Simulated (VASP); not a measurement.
A VASP calculation is set up with these files.

**INCAR**
```
! general
SYSTEM =Y
PREC   =Accurate
ENCUT  =150   ! plane-wave cut-off (eV)
LREAL  =.False.
LASPH  =.True.   ! aspherical one-centre terms

! electronic loop
EDIFF  =1E-03   ! SCF stop (eV)
NELM   =100
ALGO   =Normal
LMAXMIX=4   ! l cut-off of mixed one-centre charges

! smearing
ISMEAR =-1   ! Fermi-Dirac
SIGMA  =0.2   ! width (eV)

! functional
GGA    =PE   ! PBE

! ions
ISIF   =2

! output
LWAVE  =.False.
LCHARG =.False.
```

### KPOINTS
```
kpoints
0
G
8 8 8
```

### POSCAR
```
Y
1.0
  3.6212220000   0.0000000000   0.0000000000
 -1.8106110000   3.1360700000   0.0000000000
  0.0000000000   0.0000000000  11.6513050000
Y
4
Cart
  0.0108727191  -0.0082321838  -0.0093559979
 -0.0066739121   0.0009220046   5.8237649886
 -0.0125276175   2.0757615969   2.9263767177
  1.8189361894   1.0676185822   8.7361717916
```

POTCAR, in this order: Y_sv (PBE.64 set). Program: vasp_std.

Problem. Translate this PBE calculation to Quantum ESPRESSO's pw.x.

Solution. One equivalent input (not run):
```
&CONTROL
  calculation = 'scf'
  pseudo_dir = './pseudo'
  outdir = './out'
  tprnfor = .true.
  tstress = .true.
/
&SYSTEM
  ibrav = 0
  nat = 4
  ntyp = 1
  ecutwfc = 72
  occupations = 'smearing'
  smearing = 'fermi-dirac'
  degauss = 0.0147
  input_dft = 'pbe'
/
&ELECTRONS
  conv_thr = 7.3e-05
  electron_maxstep = 100
/
ATOMIC_SPECIES
  Y 88.906 Y.upf
CELL_PARAMETERS angstrom
     3.6212220    0.0000000    0.0000000
    -1.8106110    3.1360700    0.0000000
     0.0000000    0.0000000   11.6513050
ATOMIC_POSITIONS crystal
  Y    0.0016900 -0.0026250 -0.0008030
  Y   -0.0016960  0.0002940  0.4998380
  Y    0.3274900  0.6618990  0.2511630
  Y    0.6725150  0.3404320  0.7498020
K_POINTS automatic
  8 8 8 0 0 0
```
What does not carry over: the potentials are each code's own (VASP's PAW set, PseudoDojo norm-conserving files in pw.x), so ENCUT and ecutwfc are chosen apart and not converted; conv_thr bounds pw.x's estimated SCF error, while EDIFF bounds the energy change between steps.

The structure was generated: Y was put into an ordered model structure, which need not be its known phase. The cell was not relaxed at this level, atoms are displaced from their ideal sites. The run is one of a series of settings (EDIFF = 1E-03, ENCUT = 150, ISMEAR = -1, SIGMA = 0.2, KPOINTS 8×8×8 Γ-centred mesh against the base run), some of them coarse on purpose.
